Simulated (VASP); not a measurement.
Level of theory: vdW-DF2, VASP's PBE PAW potentials (set 64) (plane waves; VASP).

A VASP calculation is set up with these files.

File POSCAR:
```
Tc
1.0
  1.3920224052  -2.4110539518   0.0000000000
  1.3920224052   2.4110539518   0.0000000000
  0.0000000000   0.0000000000   4.4615934441
Tc
2
Direct
  0.3333330000   0.6666670000   0.2500000000
  0.6666670000   0.3333330000   0.7500000000
```

**KPOINTS**
```
Automatic
0
G
15 15 8
```

**INCAR**
```
SYSTEM = Tc
PREC = Accurate
ENCUT = 520
EDIFF = 1E-7
NELM = 100
ALGO = Normal
LREAL = .FALSE.
LASPH = .TRUE.
ISMEAR = 1
SIGMA = 0.1
GGA = ML
ZAB_VDW = -1.8867
LUSE_VDW = .TRUE.
AGGAC = 0.0
LMAXMIX = 4
LWAVE = .FALSE.
LCHARG = .FALSE.
ISIF = 4
IBRION = 2
NSW = 30
EDIFFG = -0.01
```

POTCAR, in this order: Tc_pv (PBE.64 set). Program: vasp_std.

The run wrote:

### OUTCAR
```
 ion  position               nearest neighbor table
   1  0.333  0.667  0.250-   2 2.75   2 2.75   2 2.75   2 2.75   2 2.75   2 2.75
   2  0.667  0.333  0.750-   1 2.75   1 2.75   1 2.75   1 2.75   1 2.75   1 2.75
  LATTYP: Found a hexagonal cell.
 ALAT       =     2.7840451748
 C/A-ratio  =     1.6025578480
 Subroutine PRICEL returns:
 Original cell was already a primitive cell.
 Subroutine GETGRP returns: Found 24 space group operations
The static configuration has the point symmetry D_3d.
 The point group associated with its full space group is D_6h.
The dynamic configuration has the point symmetry D_3d.
 Subroutine INISYM returns: Found 24 space group operations
 Subroutine IBZKPT returns following result:
 Found    135 irreducible k-points:

 Following reciprocal coordinates:
            Coordinates               Weight
  0.000000  0.000000  0.000000      1.000000
  0.066667  0.000000  0.000000      6.000000
  0.133333  0.000000  0.000000      6.000000
  0.200000  0.000000  0.000000      6.000000
  0.266667  0.000000  0.000000      6.000000
  0.333333  0.000000  0.000000      6.000000
  0.400000  0.000000  0.000000      6.000000
  0.466667  0.000000  0.000000      6.000000
  0.066667  0.066667  0.000000      6.000000
  0.133333  0.066667  0.000000     12.000000
  0.200000  0.066667  0.000000     12.000000
  0.266667  0.066667  0.000000     12.000000
  0.333333  0.066667  0.000000     12.000000
  0.400000  0.066667  0.000000     12.000000
  0.466667  0.066667  0.000000      6.000000
  0.133333  0.133333  0.000000      6.000000
  0.200000  0.133333  0.000000     12.000000
  0.266667  0.133333  0.000000     12.000000
  0.333333  0.133333  0.000000     12.000000
  0.400000  0.133333  0.000000     12.000000
  0.200000  0.200000  0.000000      6.000000
  0.266667  0.200000  0.000000     12.000000
...
```

File OSZICAR:
```
       N       E                     dE             d eps       ncg     rms          rms(c)
DAV:   1     0.322031485308E+03    0.32203E+03   -0.16831E+04  4646   0.160E+03
DAV:   2    -0.478261275631E+01   -0.32681E+03   -0.32374E+03  5049   0.454E+02
DAV:   3    -0.132355957547E+02   -0.84530E+01   -0.82449E+01  5580   0.828E+01
DAV:   4    -0.133331361097E+02   -0.97540E-01   -0.97099E-01  5037   0.849E+00
DAV:   5    -0.133339624980E+02   -0.82639E-03   -0.82627E-03  5306   0.770E-01    0.199E+01
DAV:   6    -0.123423513703E+02    0.99161E+00   -0.25991E+00  4861   0.159E+01    0.600E+00
DAV:   7    -0.122511982517E+02    0.91153E-01   -0.37962E-01  5213   0.567E+00    0.915E-01
DAV:   8    -0.122478986272E+02    0.32996E-02   -0.13216E-02  4700   0.116E+00    0.675E-02
DAV:   9    -0.122479854029E+02   -0.86776E-04   -0.12741E-04  5341   0.106E-01    0.461E-02
DAV:  10    -0.122479892547E+02   -0.38518E-05   -0.55237E-05  4667   0.872E-02    0.554E-03
DAV:  11    -0.122479903872E+02   -0.11325E-05   -0.20484E-06  4828   0.154E-02    0.316E-03
DAV:  12    -0.122479896047E+02    0.78248E-06   -0.15266E-07  2658   0.417E-03    0.434E-04
DAV:  13    -0.122479901382E+02   -0.53353E-06   -0.12412E-08  2315   0.131E-03    0.130E-04
DAV:  14    -0.122479902137E+02   -0.75441E-07   -0.32666E-09  2309   0.646E-04
   1 F= -.12247990E+02 E0= -.12248252E+02  d E =-.122480E+02
       N       E                     dE             d eps       ncg     rms          rms(c)
DAV:   1    -0.122565612715E+02   -0.85711E-02   -0.41323E-01  4598   0.556E+00    0.539E-01
DAV:   2    -0.122498398935E+02    0.67214E-02   -0.11420E-02  5015   0.926E-01    0.235E-01
DAV:   3    -0.122483235485E+02    0.15163E-02   -0.52923E-03  5486   0.501E-01    0.315E-02
DAV:   4    -0.122483271197E+02   -0.35712E-05   -0.97828E-05  4659   0.102E-01    0.868E-03
DAV:   5    -0.122483266698E+02    0.44991E-06   -0.38356E-06  5243   0.124E-02    0.284E-03
DAV:   6    -0.122483268921E+02   -0.22237E-06   -0.28791E-07  4170   0.428E-03    0.907E-04
DAV:   7    -0.122483268162E+02    0.75900E-07   -0.95869E-09  2301   0.890E-04
   2 F= -.12248327E+02 E0= -.12248577E+02  d E =-.336603E-03
       N       E                     dE             d eps       ncg     rms          rms(c)
DAV:   1    -0.122492798255E+02   -0.95293E-03   -0.43211E-02  4598   0.180E+00    0.173E-01
DAV:   2    -0.122485820855E+02    0.69774E-03   -0.11902E-03  4991   0.296E-01    0.764E-02
DAV:   3    -0.122484225611E+02    0.15952E-03   -0.57236E-04  5446   0.163E-01    0.103E-02
DAV:   4    -0.122484240109E+02   -0.14498E-05   -0.11410E-05  4672   0.348E-02    0.310E-03
DAV:   5    -0.122484239643E+02    0.46651E-07   -0.54808E-07  4683   0.483E-03
   3 F= -.12248424E+02 E0= -.12248683E+02  d E =-.433751E-03
```

File OUTCAR:
```
------------------------ aborting loop because EDIFF is reached ----------------------------------------
  FORCE on cell =-STRESS in cart. coord.  units (eV):
  Direction    XX          YY          ZZ          XY          YZ          ZX
  --------------------------------------------------------------------------------------
  Total        1.4830964      1.4830969      1.4852443     -0.0000000     -0.0000000      0.0000000
  in kB       79.3426701     79.3426993     79.4575793     -0.0000000     -0.0000000      0.0000000
  external PRESSURE =      79.3809829 kB  Pullay stress =       0.0000000 kB
  volume of cell :       29.95
      direct lattice vectors                 reciprocal lattice vectors
     1.394170609 -2.414774772 -0.000000000     0.358636165 -0.207058648  0.000000000
     1.394170609  2.414774772 -0.000000000     0.358636165  0.207058648  0.000000000
     0.000000000  0.000000000  4.447854729     0.000000000  0.000000000  0.224827487
 POSITION                                       TOTAL-FORCE (eV/Angst)
 -----------------------------------------------------------------------------------
      1.39417      0.80493      1.11196        -0.000000      0.000000      0.000000
      1.39417     -0.80493      3.33589         0.000000     -0.000000      0.000000
 -----------------------------------------------------------------------------------
    total drift:                                0.000031      0.000643     -0.000044
  FREE ENERGIE OF THE ION-ELECTRON SYSTEM (eV)
  ---------------------------------------------------
  free  energy   TOTEN  =       -12.2484239643 eV

  energy  without entropy=      -12.2492014360  energy(sigma->0) =      -12.24868312

 reached required accuracy - stopping structural energy minimisation
```
(Selected blocks of OUTCAR.)

CONTCAR:
```
Tc
   1.00000000000000
     1.3941706091396755   -2.4147747724897681   -0.0000000000000000
     1.3941706091396755    2.4147747724897681   -0.0000000000000000
     0.0000000000000000    0.0000000000000000    4.4478547290250150
  Tc
     2
Direct
     0.3333330000000032    0.6666669999999968    0.2500000000000000
     0.6666669999999968    0.3333330000000032    0.7500000000000000
```

The compound is Tc in the hcp structure. This cell is one point of a volume scan, at 0.97 of the reference volume. Symmetry was kept, so distortions that lower it aren't found.
